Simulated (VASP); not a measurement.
Level of theory: optB86b-vdW, VASP's PBE PAW potentials (set 64) (plane waves; VASP).

The input files of a VASP run:

KPOINTS:
```
K-points
0
gamma
  10 10 10
0 0 0
```

INCAR:
```
# general
SYSTEM   = AuAl2
PREC     = Accurate
ENCUT    = 520
LREAL    = .FALSE.
LASPH    = .TRUE.

# electronic loop
EDIFF    = 1E-7
NELM     = 100
ALGO     = Normal
LMAXMIX  = 6

# smearing
ISMEAR   = -5

# functional
GGA      = MK
LUSE_VDW = .TRUE.
AGGAC    = 0.0
PARAM1   = 0.1234
PARAM2   = 1.0

# ions
ISIF     = 2

# output
LWAVE    = .FALSE.
LCHARG   = .TRUE.
LORBIT   = 11
NEDOS    = 601

# other
LEFG     = .TRUE.
```

### POSCAR
```
AuAl2
6.0267810
  0.0000000000   0.4999999957   0.4999999957
  0.4999999957   0.0000000000   0.4999999957
  0.4999999957   0.4999999957   0.0000000000
Al Au
2 1
Direct
  0.2500000000   0.2500000000   0.2500000000
  0.7500000000   0.7500000000   0.7500000000
  0.0000000000   0.0000000000   0.0000000000
```

POTCAR, in this order: Al Au (PBE.64 set). Program: vasp_std.

Output

OSZICAR:
```
       N       E                     dE             d eps       ncg     rms          rms(c)
DAV:   1     0.676734444114E+02    0.67673E+02   -0.70610E+03  1136   0.117E+03
DAV:   2    -0.628175227616E+01   -0.73955E+02   -0.68737E+02  1288   0.203E+02
DAV:   3    -0.831106487170E+01   -0.20293E+01   -0.20048E+01  1428   0.332E+01
DAV:   4    -0.832940565018E+01   -0.18341E-01   -0.18334E-01  1332   0.363E+00
DAV:   5    -0.832969052509E+01   -0.28487E-03   -0.28578E-03  1432   0.490E-01    0.891E+00
DAV:   6    -0.720537686418E+01    0.11243E+01   -0.63189E+00  1272   0.282E+01    0.391E+00
DAV:   7    -0.713798978169E+01    0.67387E-01   -0.29764E-01  1208   0.642E+00    0.182E+00
DAV:   8    -0.711394810146E+01    0.24042E-01   -0.27678E-02  1308   0.136E+00    0.393E-01
DAV:   9    -0.711321742511E+01    0.73068E-03   -0.38499E-03  1300   0.749E-01    0.178E-01
DAV:  10    -0.711336976347E+01   -0.15234E-03   -0.27393E-04  1232   0.145E-01    0.348E-02
DAV:  11    -0.711336534950E+01    0.44140E-05   -0.79717E-06  1416   0.255E-02    0.149E-02
DAV:  12    -0.711336597798E+01   -0.62848E-06   -0.27695E-06  1204   0.128E-02    0.287E-03
DAV:  13    -0.711336568559E+01    0.29239E-06   -0.27995E-07  1208   0.574E-03    0.708E-04
DAV:  14    -0.711336576125E+01   -0.75663E-07   -0.20462E-08   736   0.142E-03
   1 F= -.71133658E+01 E0= -.71133658E+01  d E =0.000000E+00
```

File OUTCAR:
```
------------------------ aborting loop because EDIFF is reached ----------------------------------------
  FORCE on cell =-STRESS in cart. coord.  units (eV):
  Direction    XX          YY          ZZ          XY          YZ          ZX
  --------------------------------------------------------------------------------------
  Total        0.0274543      0.0274543      0.0274543      0.0000000      0.0000000      0.0000000
  in kB        0.8037581      0.8037581      0.8037581      0.0000000      0.0000000      0.0000000
  external PRESSURE =       0.8037581 kB  Pullay stress =       0.0000000 kB
  volume of cell :       54.73
      direct lattice vectors                 reciprocal lattice vectors
     0.000000000  3.013390474  3.013390474    -0.165926057  0.165926057  0.165926057
     3.013390474  0.000000000  3.013390474     0.165926057 -0.165926057  0.165926057
     3.013390474  3.013390474  0.000000000     0.165926057  0.165926057 -0.165926057
 POSITION                                       TOTAL-FORCE (eV/Angst)
 -----------------------------------------------------------------------------------
      1.50670      1.50670      1.50670         0.000000      0.000000      0.000000
      4.52009      4.52009      4.52009        -0.000000     -0.000000     -0.000000
      0.00000      0.00000      0.00000         0.000000      0.000000      0.000000
 -----------------------------------------------------------------------------------
    total drift:                                0.000000     -0.000000      0.000000
  FREE ENERGIE OF THE ION-ELECTRON SYSTEM (eV)
  ---------------------------------------------------
  free  energy   TOTEN  =        -7.1133657613 eV

  energy  without entropy=       -7.1133657613  energy(sigma->0) =       -7.11336576

 total charge

# of ion       s       p       d       tot
------------------------------------------
    1        0.393   0.352   0.000   0.745
    2        0.393   0.352   0.000   0.745
    3        0.752   0.686   8.546   9.984
--------------------------------------------------
tot          1.538   1.391   8.546  11.474

 Electric field gradients after diagonalization (V/A^2)
 (convention: |V_zz| > |V_xx| > |V_yy|)
----------------------------------------------------------------------
 ion       V_xx      V_yy      V_zz     asymmetry (V_yy - V_xx)/ V_zz
----------------------------------------------------------------------
   1      -0.000    -0.000     0.000       0.000
   2      -0.000    -0.000     0.000       0.000
   3      -0.000    -0.000     0.000       0.000
```
(Selected blocks of OUTCAR.)

For a metal the tetrahedron method with Blöchl corrections gives inexact stress and forces.

The compound is AuAl2 in the fluorite structure. It was relaxed first. The electron count is odd and the run is not spin-polarised, which forces a metal.
